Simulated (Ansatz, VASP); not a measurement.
**Sr8AgPb6 in two plane-wave programs**

Wanted: the spread between two codes on one cell, functional and k mesh. The structure shown is the end of the VASP relaxation below.

Method: plane waves, with VASP 6.6.1 beside it; single point at PBEsol, in Ansatz 0.2.0.

### Step 1. Starting point

The cell holds 15 atoms: 6 Pb, 1 Ag and 8 Sr. Cell: a = 8.111 Å, b = 8.111 Å, c = 9.905 Å, α = 72.2°, β = 72.2°, γ = 96.8°. It derives from SrPb. Nearest the centre at fractional (0.250, 0.250, 0.125): Ag7 at 1.62 Å, Sr10 at 3.06 Å, Sr11 at 3.06 Å, Sr14 at 3.16 Å, Sr15 at 3.16 Å, Pb5 at 3.69 Å, Pb3 at 3.69 Å, Sr12 at 4.51 Å.

Structure file:

```xyz
15
Lattice="2.4763 6.0654 4.7820 2.4763 -6.0654 4.7820 9.9052 0.0000 0.0000" Properties=species:S:1:pos:R:3 pbc="T T T"
Pb    7.4126    0.9689    1.2159
Pb    7.4177    0.9893    5.9360
Pb   12.3629    0.9433    5.9600
Pb    7.4517   -1.0387    3.5657
Pb    7.3984   -0.8989    8.3750
Pb   12.4122   -1.0446    8.4009
Ag    2.4988   -0.9789    3.6872
Sr    4.9158   -1.5780    5.9525
Sr    9.9230   -1.6725    5.9966
Sr    7.2627    4.4367    6.0023
Sr   12.5393    4.4337    6.0138
Sr    2.4418   -4.3654    3.5072
Sr    9.9385    1.5972    8.2796
Sr    4.8987    1.6401    3.5899
Sr    9.9513    1.5889    3.6488
```

### Step 2. VASP: relaxation, PBEsol

This run makes the geometry at which the two programs are then compared.

Lines of VASP's logs that name or quote its potential files are left out, and so is its time.

The input, INCAR:

```
SYSTEM = Sr8AgPb6
PREC = Normal
ENCUT = 280
EDIFF = 1E-05
NELM = 120
ISMEAR = 1
SIGMA = 0.15
LREAL = Auto
ALGO = Fast
GGA = PS
NBANDS = 72
LORBIT = 11
LWAVE = .FALSE.
LCHARG = .FALSE.
NCORE = 3
IBRION = 2
NSW = 60
ISIF = 2
EDIFFG = -0.05
POTIM = 0.4
MAXMIX = 40
ISYM = 0
```

The input, POSCAR:

```
Sr8AgPb6
1.0
    2.4763014201      6.0654077633      4.7820034763
    2.4763014201     -6.0654077633      4.7820034763
    9.9052056804      0.0000000000      0.0000000000
Pb Ag Sr
6 1 8
Direct
    0.2086678783      0.0427141243      0.6878522823
    0.7090483817      0.5428185119      0.4344020193
    0.7083427503      0.5431820181      0.9360346240
    0.2945678511      0.4577186926      0.5625222589
    0.7921009358      0.9558826737      0.3115170935
    0.7928316314      0.9559452128      0.8140149435
    0.2929707152      0.4570633383      0.0609127038
    0.4961804223      0.7580300486      0.1858909014
    0.4884617887      0.7608072537      0.6822085220
    0.9927483617      0.2581605541      0.4364203094
    0.9893186525      0.2591020721      0.9421710324
    0.0105111240      0.7422620374      0.0659313521
    0.0056913547      0.7450090410      0.5612870501
    0.5046060548      0.2425364539      0.3134344876
    0.5062952224      0.2432937784      0.8124572835
```

The input, KPOINTS:

```
Automatic mesh
0
Gamma
3 3 2
0 0 0
```

Potentials, in the order of the species: Pb, Ag and Sr_sv (PBE family, release 64).

Launch:

```sh
$ mpirun -np 3 vasp_std
```

Numbers of over 12 decimals in the logs are rounded to 6 here.

What it wrote:

```text
[banner, memory and clock lines left out]
running    3 mpi-ranks, on    1 nodes
 distrk:  each k-point on    3 cores,    1 groups
 distr:  one band on    3 cores,    1 groups

 POSCAR found type information on POSCAR PbAgSr
 POSCAR found :  3 types and      15 ions
|                                                                             |
|               ----> ADVICE to this user running VASP <----                  |
|                                                                             |
|     You enforced a specific xc type in the INCAR file but a different       |
|     [... a line on the potential file left out ...]
|     I HOPE YOU KNOW WHAT YOU ARE DOING!                                     |
|                                                                             |

 LDA part: xc-table for (Slater+PW92), standard interpolation
 POSCAR, INCAR and KPOINTS ok, starting setup
 FFT: planning ... GRIDC
 FFT: planning ... GRID_SOFT
 FFT: planning ... GRID
 WAVECAR not read
 entering main loop
       N       E                     dE             d eps       ncg     rms          rms(c)
DAV:   1     0.600063562949E+03    0.60006E+03   -0.36234E+04  1544   0.842E+02
DAV:   2     0.124291953192E+02   -0.58763E+03   -0.57088E+03  1696   0.250E+02
DAV:   3    -0.459107667551E+02   -0.58340E+02   -0.57713E+02  1856   0.581E+01
DAV:   4    -0.503531163563E+02   -0.44423E+01   -0.44218E+01  2448   0.165E+01
DAV:   5    -0.505695662239E+02   -0.21645E+00   -0.21638E+00  2048   0.282E+00    0.430E+01
RMM:   6    -0.487717424949E+02    0.17978E+01   -0.40071E+00  1505   0.447E+00    0.256E+01
RMM:   7    -0.485814356065E+02    0.19031E+00   -0.32085E+00  1743   0.393E+00    0.439E+00
RMM:   8    -0.485613952509E+02    0.20040E-01   -0.55949E-01  2043   0.164E+00    0.183E+00
RMM:   9    -0.485439201540E+02    0.17475E-01   -0.12372E-01  1970   0.824E-01    0.602E-01
RMM:  10    -0.485472480681E+02   -0.33279E-02   -0.44346E-02  2453   0.423E-01    0.314E-01
RMM:  11    -0.485481986694E+02   -0.95060E-03   -0.15613E-02  2507   0.261E-01    0.131E-01
RMM:  12    -0.485489747681E+02   -0.77610E-03   -0.82476E-03  2554   0.174E-01    0.733E-02
RMM:  13    -0.485492727508E+02   -0.29798E-03   -0.35256E-03  2426   0.123E-01    0.481E-02
RMM:  14    -0.485494689053E+02   -0.19615E-03   -0.19715E-03  2380   0.892E-02    0.393E-02
RMM:  15    -0.485495395665E+02   -0.70661E-04   -0.84823E-04  2376   0.697E-02    0.105E-02
RMM:  16    -0.485495951888E+02   -0.55622E-04   -0.58037E-04  2315   0.502E-02    0.128E-02
RMM:  17    -0.485496216987E+02   -0.26510E-04   -0.25694E-04  2275   0.368E-02    0.108E-02
RMM:  18    -0.485496368246E+02   -0.15126E-04   -0.14536E-04  2131   0.279E-02    0.243E-02
RMM:  19    -0.485496431362E+02   -0.63116E-05   -0.70260E-05  1823   0.224E-02
   1 F= -.48549643E+02 E0= -.48548623E+02  d E =-.485496E+02
[...]
WARNING in EDDRMM: call to ZHEGV failed, returncode =   8  4     60
[... from here on, the cycles between the ionic steps are left out ...]
   2 F= -.48568568E+02 E0= -.48567450E+02  d E =-.189244E-01
   5 F= -.48633045E+02 E0= -.48631221E+02  d E =-.834020E-01
[...]
WARNING in EDDRMM: call to ZHEGV failed, returncode =   6  3     53
[...]
WARNING in EDDRMM: call to ZHEGV failed, returncode =   6  3     33
WARNING in EDDRMM: call to ZHEGV failed, returncode =   6  3     60
   6 F= -.48644634E+02 E0= -.48642514E+02  d E =-.115888E-01
[...]
WARNING in EDDRMM: call to ZHEGV failed, returncode =   6  3     51
   7 F= -.48652796E+02 E0= -.48649875E+02  d E =-.197505E-01
   8 F= -.48654534E+02 E0= -.48651823E+02  d E =-.214887E-01
[...]
WARNING in EDDRMM: call to ZHEGV failed, returncode =   6  3     47
   9 F= -.48661851E+02 E0= -.48659282E+02  d E =-.731717E-02
[...]
WARNING in EDDRMM: call to ZHEGV failed, returncode =   6  3     39
WARNING in EDDRMM: call to ZHEGV failed, returncode =   6  3     39
  10 F= -.48658421E+02 E0= -.48656319E+02  d E =-.388705E-02
 curvature:  -3.45 expect dE=-0.941E-02 dE for cont linesearch -0.341E-02
 ZBRENT: interpolating
 opt :   7.6715  next Energy=   -48.665178 (dE=-0.106E-01)
 bond charge predicted
       N       E                     dE             d eps       ncg     rms          rms(c)
DAV:   1    -0.486488485839E+02    0.95643E-02   -0.76903E+00  1440   0.889E+00    0.981E-01
RMM:   2    -0.486608865786E+02   -0.12038E-01   -0.18692E-01  1592   0.155E+00    0.447E-01
RMM:   3    -0.486631527372E+02   -0.22662E-02   -0.31317E-02  2296   0.544E-01    0.150E-01
RMM:   4    -0.486638944078E+02   -0.74167E-03   -0.82882E-03  2495   0.241E-01    0.865E-02
WARNING in EDDRMM: call to ZHEGV failed, returncode =   8  4     50
RMM:   5    -0.486641891421E+02   -0.29473E-03   -0.27289E-03  2420   0.139E-01    0.709E-02
WARNING in EDDRMM: call to ZHEGV failed, returncode =   6  3     41
RMM:   6    -0.486643673384E+02   -0.17820E-03   -0.15434E-03  2355   0.960E-02    0.566E-02
RMM:   7    -0.486644637813E+02   -0.96443E-04   -0.80412E-04  2136   0.699E-02    0.510E-02
RMM:   8    -0.486645222123E+02   -0.58431E-04   -0.49239E-04  1991   0.545E-02    0.391E-02
RMM:   9    -0.486645555033E+02   -0.33291E-04   -0.28475E-04  1871   0.432E-02    0.287E-02
RMM:  10    -0.486645765519E+02   -0.21049E-04   -0.19165E-04  1849   0.349E-02    0.207E-02
RMM:  11    -0.486645883543E+02   -0.11802E-04   -0.10454E-04  1704   0.279E-02    0.171E-02
RMM:  12    -0.486645974437E+02   -0.90895E-05   -0.81963E-05  1653   0.235E-02
  11 F= -.48664597E+02 E0= -.48662219E+02  d E =-.100636E-01
 curvature:  -3.36 expect dE=-0.162E-02 dE for cont linesearch -0.593E-04
 trial: gam= 0.21014 g(F)=  0.483E-03 g(S)=  0.000E+00 ort =-0.275E-03 (trialstep = 0.434E+01)
 search vector abs. value=  0.557E-03
 reached required accuracy - stopping structural energy minimisation
```

OUTCAR, selected parts (step 2):

```text
ion  position               nearest neighbor table
   1  0.209  0.043  0.688-   4 3.12   6 3.12   9 3.41  15 3.48  14 3.48  13 3.50  12 3.52  10 3.61
                            11 3.65
   2  0.709  0.543  0.434-   5 3.10   4 3.11  10 3.45  12 3.45  14 3.49  13 3.50  15 3.52   8 3.57
                             9 3.62
   3  0.708  0.543  0.936-   6 3.10   7 3.12  11 3.43  13 3.49  15 3.49  14 3.52  12 3.54   8 3.59
                             9 3.66
   4  0.295  0.458  0.563-   2 3.11   1 3.12   9 3.45  13 3.49   8 3.51  10 3.51  11 3.54  15 3.57
                            14 3.58
   5  0.792  0.956  0.312-   2 3.10  11 3.46   8 3.47   9 3.47  14 3.48  10 3.51  12 3.57  13 3.58

 Found     10 irreducible k-points:

   k-points           NKPTS =     10   k-points in BZ     NKDIM =     10   number of bands    NBANDS=     72

   dimension x,y,z NGX =    36 NGY =   36 NGZ =   42
   dimension x,y,z NGXF=    72 NGYF=   72 NGZF=   84

   ENCUT  =  280.0 eV  20.58 Ry    4.54 a.u.  11.07 11.07 13.51*2*pi/ulx,y,z

   NELECT =     115.0000    total number of electrons

 k-points in reciprocal lattice and weights: Automatic mesh
   0.00000000  0.00000000  0.00000000       0.056
   0.33333333  0.00000000  0.00000000       0.111
   0.00000000 -0.33333333  0.00000000       0.111
   0.33333333  0.33333333  0.00000000       0.111
  -0.33333333  0.33333333  0.00000000       0.111
   0.00000000  0.00000000  0.50000000       0.056
   0.33333333  0.00000000  0.50000000       0.111
   0.00000000 -0.33333333  0.50000000       0.111
   0.33333333  0.33333333  0.50000000       0.111
  -0.33333333  0.33333333  0.50000000       0.111

 average (electrostatic) potential at core
       1 -43.9772       2 -43.9487       3 -43.7230       4 -44.0096       5 -43.7107
       6 -43.9719       7 -76.2599       8 -38.9907       9 -38.8189      10 -38.9820
      11 -38.9096      12 -38.8761      13 -38.9206      14 -39.0634      15 -39.0291

 E-fermi :   2.9126

 k-point     1 :       0.0000    0.0000    0.0000
  band No.  band energies     occupation
    ...
     53       1.9673      2.00000
     54       2.0336      2.00000
     55       2.1639      2.00000
     56       2.4071      2.00002
     57       2.8851      1.30526
     58       3.0041      0.15143
     59       3.2055     -0.01859
     60       3.4213     -0.00002
     61       3.5593     -0.00000
     62       3.6837     -0.00000
    ...

 k-point     2 :       0.3333    0.0000    0.0000
  band No.  band energies     occupation
    ...
     53       1.8028      2.00000
     54       1.9993      2.00000
     55       2.1998      2.00000
     56       2.4254      2.00004
     57       2.9178      0.94152
     58       3.0233      0.05528
     59       3.1427     -0.05224
     60       3.2377     -0.00899
     61       3.4598     -0.00000
     62       3.6337     -0.00000
    ...

 k-point     3 :       0.0000   -0.3333    0.0000
  band No.  band energies     occupation
    ...
     54       1.9016      2.00000
     55       2.1293      2.00000
     56       2.2368      2.00000
     57       2.6278      2.02186
     58       2.9509      0.58374
     59       3.1892     -0.02560
     60       3.2461     -0.00728
     61       3.5579     -0.00000
     62       3.6569     -0.00000
     63       3.7940     -0.00000
    ...

  Total       -4.5729847     -2.2206168     -3.3536785     -0.1143370      0.8075499     -0.3016286
  in kB      -12.7510792     -6.1918557     -9.3512277     -0.3188116      2.2517313     -0.8410458
  external PRESSURE =      -9.4313875 kB  Pullay stress =       0.0000000 kB

  energy-cutoff  :      280.00
  volume of cell :      574.60
      direct lattice vectors                 reciprocal lattice vectors
     2.476301420  6.065407763  4.782003476     0.000000000  0.082434689  0.104558686
     2.476301420 -6.065407763  4.782003476     0.000000000 -0.082434689  0.104558686
     9.905205680  0.000000000  0.000000000     0.100957015  0.000000000 -0.052279343

 POSITION                                       TOTAL-FORCE (eV/Angst)
 -----------------------------------------------------------------------------------
      7.41262      0.96887      1.21593         0.003404     -0.009747      0.002092
      7.41774      0.98933      5.93604        -0.008977      0.031081     -0.024427
     12.36293      0.94327      5.96003         0.012035     -0.018701     -0.042545
      7.45165     -1.03867      3.56565         0.003616     -0.013638      0.014432
      7.39843     -0.89892      8.37500         0.007630      0.013216     -0.022514
     12.41219     -1.04457      8.40095        -0.002986     -0.005491     -0.010531
      2.49881     -0.97894      3.68716        -0.009659      0.007220      0.019253
      4.91584     -1.57804      5.95253         0.005674     -0.009269      0.006954
      9.92302     -1.67248      5.99658        -0.026358      0.037053      0.016447
      7.26273      4.43670      6.00230         0.011253      0.011746     -0.007064
     12.53927      4.43371      6.01380        -0.008166      0.013892     -0.009512
      2.44176     -4.36536      3.50721         0.021647     -0.023016      0.019842
      9.93854      1.59719      8.27957        -0.017620     -0.012934     -0.008762
      4.89872      1.64006      3.58991         0.002280     -0.001650      0.020813
      9.95133      1.58889      3.64876         0.006226     -0.019762      0.025522
 -----------------------------------------------------------------------------------
    total drift:                                0.000517     -0.012035      0.001348

  FREE ENERGIE OF THE ION-ELECTRON SYSTEM (eV)
  ---------------------------------------------------
  free  energy   TOTEN  =       -48.6645974437 eV

  energy  without entropy=      -48.6574613666  energy(sigma->0) =      -48.66221875

 reached required accuracy - stopping structural energy minimisation

 total charge
# of ion       s       p       d       tot
------------------------------------------
    1        1.641   1.814   0.043   3.498
    2        1.639   1.840   0.046   3.526
    3        1.632   1.894   0.041   3.568
    4        1.643   1.803   0.044   3.490
    5        1.638   1.829   0.026   3.493
    6        1.648   1.782   0.043   3.473
    7        0.537   0.182   9.100   9.819
    8        2.029   5.708   0.183   7.919
    9        2.023   5.712   0.195   7.929
   10        2.028   5.708   0.176   7.912
   11        2.028   5.707   0.180   7.915
   12        2.028   5.711   0.178   7.916
   13        2.024   5.712   0.195   7.930
   14        2.030   5.706   0.177   7.913
   15        2.028   5.707   0.186   7.921
--------------------------------------------------
tot         26.597  56.813  10.812  94.222

[... 3 further parts left out ...]
```

CONTCAR:

```
Sr8AgPb6
   1.00000000000000
     2.4763014201000000    6.0654077632999996    4.7820034762999999
     2.4763014201000000   -6.0654077632999996    4.7820034762999999
     9.9052056803999999    0.0000000000000000    0.0000000000000000
  Pb              Ag              Sr
     6     1     8
Direct
     0.2070054130211571    0.0472676947013416    0.6847880743386791
     0.7022195003386720    0.5391088957547749    0.4385405450337222
     0.7009309360121689    0.5454149036513655    0.9365381169526091
     0.2871970634905139    0.4584426001726807    0.5658867070916070
     0.8015767389971323    0.9497806529624374    0.3090836595150960
     0.7922834578618037    0.9645004812644783    0.8139013986792047
     0.3048261538731951    0.4662240239383365    0.0595094161689420
     0.4923033357350779    0.7524732450671654    0.1850943141902398
     0.4891236335809838    0.7648649558363871    0.6883013046772960
     0.9933308480190809    0.2618542023633262    0.4194276031275110
     0.9942861661941043    0.2633030502211200    0.9515297929778705
     0.0068520258844942    0.7265662080308073    0.0631579659930144
     0.9973647077137018    0.7340366030858247    0.5705148660187123
     0.5105541210392429    0.2401585757657509    0.3068816832462324
     0.5124890231386641    0.2505297180842173    0.8139014157892700
```

The data set Pb keeps the semicore shell frozen, which is cheaper and a little less accurate.

(Part 1 of 2 ends here.)

[Lines on the potential files, build, host, timing and source positions are cut from VASP's logs without a mark.]

[Logs are printed without paths, hosts, clocks, repeated set-up lines and the standing remarks that a program may print on its own settings, such as how far it seeks lower states.]

[Hosts, paths, dates, database ids (printed as entryN), source tags and the programs' standing remarks are cut or masked in the printed files.]
